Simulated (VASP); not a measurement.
# Pt: a series in biaxial strain in the (001) plane

Wanted: the elastic response of Pt to biaxial strain in the (001) plane, with a fit that predicts a row left out.

Program: VASP 6.6.1. Level of theory: PBEsol; plane waves and PAW (Pt), in the first sound run; inputs show where later runs differ. Results are calculated unless marked as measured.

Report form: the programs' logs are mostly left out.

## (1) Set-up

Symmetry: Fm-3m, No. 225, cubic system. Conventional cell: a = 3.920 Å, b = 3.920 Å, c = 3.920 Å, α = 90.00°, β = 90.00°, γ = 90.00°. Nearest to Pt lie 12 Pt at 2.77 Å.

Structure file:

```cif
data_structure
_symmetry_space_group_name_H-M 'P 1'
_symmetry_Int_Tables_number 1
_cell_length_a 2.7719
_cell_length_b 2.7719
_cell_length_c 2.7719
_cell_angle_alpha 60.000
_cell_angle_beta 60.000
_cell_angle_gamma 60.000
_cell_volume 15.06
loop_
_atom_site_label
_atom_site_type_symbol
_atom_site_fract_x
_atom_site_fract_y
_atom_site_fract_z
_atom_site_occupancy
Pt1 Pt 0.00000 0.00000 0.00000 1
```

## (2) Relax the crystal, PBEsol

The series starts from the cell that this level prefers, so that zero strain is near zero stress.

Level: PBEsol; plane waves and PAW (Pt).

Contents of INCAR:

```
SYSTEM = Pt
PREC = Accurate
ENCUT = 450
EDIFF = 1E-07
NELM = 120
ISMEAR = 1
SIGMA = 0.15
LREAL = .FALSE.
ALGO = Normal
GGA = PS
NBANDS = 11
LASPH = .TRUE.
LORBIT = 11
LWAVE = .FALSE.
LCHARG = .FALSE.
KPAR = 8
IBRION = 2
NSW = 40
ISIF = 3
EDIFFG = -0.005
POTIM = 0.4
```

Contents of POSCAR:

```
Pt
1.0
    0.0000000000      1.9600000000      1.9600000000
    1.9600000000      0.0000000000      1.9600000000
    1.9600000000      1.9600000000      0.0000000000
Pt
1
Direct
    0.0000000000      0.0000000000      0.0000000000
```

Contents of KPOINTS:

```
Automatic mesh
0
Gamma
26 26 26
0 0 0
```

PAW data sets: Pt (PBE family, release 64).

The run is started by

```sh
$ mpirun -np 8 vasp_std
```

Wall time 8.4 s (8 MPI ranks of AMD EPYC 9R45, shared host); peak memory 1.3 GiB; 64 s of CPU time.

Read from the output:

- energy(sigma→0) of the program: -6.9625 eV
- stress, compression positive: xx, yy, zz 0.03, 0.03, 0.03 GPa
- volume: 15.016 Å³
- ionic steps: 3

## (3) Strain along the normal, PBEsol

One member in full: the plane is strained by -2 %, and the strain along the normal is moved by secant steps until the normal stress is under 0.012 GPa or five steps are spent; the atoms relax at each step.

This step took 3 runs, each at a new trial strain with the atoms of the one before; the last is shown.

Level: PBEsol; plane waves and PAW (Pt).

Edit INCAR of step 2 so:

```diff
@@ -15,7 +15,7 @@
 LCHARG = .FALSE.
-KPAR = 8
-IBRION = 2
-NSW = 40
-ISIF = 3
-EDIFFG = -0.005
-POTIM = 0.4
+KPAR = 2
+IBRION = 1
+NSW = 25
+ISIF = 2
+EDIFFG = -0.004
+POTIM = 0.3
```

Contents of POSCAR:

```
Pt
1.0
    0.0000000000      1.9189477960      2.0131933330
    1.9189477960      0.0000000000      2.0131933330
    1.9189477960      1.9189477960      0.0000000000
Pt
1
Direct
    0.0000000000      0.0000000000      0.0000000000
```

KPOINTS is that of step 2.

The run is started by

```sh
$ mpirun -np 2 vasp_std
```

It took 31 s on 2 MPI ranks; peak memory 0.51 GiB.

Numbers from this step:

```
energy(sigma→0) of the program : -6.9517 eV
stress, compression positive   : xx, yy, zz 6.17, 6.17, -0.01 GPa
ionic steps                    : 1
```

## (4) The whole series

The other members went through these steps as far as the tables show, with the same cutoff and, step by step, the same mesh; 25 runs are not shown. The session took 0.46 core hours (wall time by ranks) on a shared machine.

```
in-plane strain (%)  strain along the normal (%)  in-plane stress, tension positive (GPa)  energy above the unstrained row, extrapolated to no smearing (meV/atom)
             -2.000                        2.813                                   -6.166                                                                   10.757
             -1.500                        2.114                                   -4.408                                                                    5.836
             -1.000                        1.414                                   -2.804                                                                    2.514
             -0.500                        0.710                                   -1.338                                                                    0.605
                  0                        0.005                                    0.000                                                                    0.000
              0.500                       -0.709                                    1.189                                                                    0.559
              1.000                       -1.428                                    2.249                                                                    2.138
              1.500                       -2.155                                        ?                                                                        ?
              2.000                       -2.891                                    3.971                                                                    7.923
```

## (5) Stress from the known rows

A least-squares parabola through the 8 rows shown, with e the strain in %: stress = − 0.2732 e² + 2.531 e − 0.003439 (GPa), r.m.s. residual 0.0050 GPa.

At e = 1.5 this predicts 3.179 GPa.

## (6) Checking the prediction

The calculation gives 3.176 GPa, so the prediction is 0.003 GPa too high.

Slopes at zero strain, from cubics through all rows: strain ratio -1.419, stress over strain 252 GPa.

## (7) Summary of results

| Property | Result |
| --- | --- |
| error of the predicted stress | 0.003 GPa |
| ratio of normal to in-plane strain | -1.419 |
| biaxial modulus | 252 GPa |

**Reading.** As a check, the curvature of the energy gives 247 GPa for the same modulus (energy per volume = M × strain²), 2 % from the slope of the stress; these energies are extrapolated to no smearing, while the stress belongs to the free energy, so part of the difference may come from that. These are static values: temperature and zero-point motion are left out. In a metal the slopes also depend on mesh and smearing, which were held through the series.

[Lines on the potential files, build, host, timing and source positions are cut from VASP's logs without a mark.]

[Logs are printed without paths, hosts, clocks, repeated set-up lines and the standing remarks that a program may print on its own settings, such as how far it seeks lower states.]

[Hosts, paths, dates, database ids (printed as entryN), source tags and the programs' standing remarks are cut or masked in the printed files.]

[In band tables of VASP the shares of atoms and orbitals are scaled to a sum of 1 inside the atoms' spheres.]
